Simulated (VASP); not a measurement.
Method: PBEsol GGA, VASP's PBE PAW potentials (set 64) (plane waves; VASP).

VASP input:

INCAR:
```
SYSTEM = RhB
PREC = Accurate; ENCUT = 520; LREAL = .FALSE.
LASPH = .TRUE.
EDIFF = 1E-7; NELM = 100; ALGO = Normal
LMAXMIX = 4
ISMEAR = -5
GGA = PS
ISIF = 2
LWAVE = .FALSE.; LCHARG = .TRUE.; LORBIT = 11
NEDOS = 601
LEFG = .TRUE.
```

File KPOINTS:
```
Automatic
0
G
  13 13 6
```

### POSCAR
```
RhB
2.93230
  0.9999999940   0.0000000000   0.0000000000
 -0.4999999970   0.8660253738   0.0000000000
  0.0000000000   0.0000000000   1.8833359705
Rh B
2 2
Direct
  0.0000000000   0.0000000000   0.0000000000
  0.0000000000   0.0000000000   0.5000000000
  0.3333330000   0.6666670000   0.2500000000
  0.6666670000   0.3333330000   0.7500000000
```

POTCAR, in this order: Rh_pv B (PBE.64 set). Program: vasp_std.

Problem. Predict the energy per atom (σ→0), band gap (on the k-mesh).

Solution. 
The energy per atom (σ→0) comes out as -7.803 eV/atom and the band gap (on the k-mesh) comes out as none (metal, semimetal or under 0.01 eV).

File OSZICAR:
```
...
DAV:  10    -0.312129089427E+02    0.12982E-05   -0.10430E-03  4272   0.242E-01    0.231E-02
DAV:  11    -0.312128983171E+02    0.10626E-04   -0.12574E-05  4266   0.299E-02    0.188E-02
DAV:  12    -0.312129008765E+02   -0.25594E-05   -0.23788E-06  4230   0.106E-02    0.292E-03
DAV:  13    -0.312129022859E+02   -0.14094E-05   -0.14840E-07  2718   0.295E-03    0.753E-04
DAV:  14    -0.312129025391E+02   -0.25323E-06   -0.38775E-08  2388   0.165E-03    0.307E-04
DAV:  15    -0.312129023336E+02    0.20550E-06   -0.56749E-09  2202   0.656E-04    0.733E-05
DAV:  16    -0.312129022839E+02    0.49694E-07   -0.10795E-09  2082   0.242E-04
   1 F= -.31212902E+02 E0= -.31212902E+02  d E =0.000000E+00
```

The structure was generated: RhB was put into the NiAs type type (P6_3/mmc), which need not be its known phase. It was relaxed first, which changed the volume by -27 %.
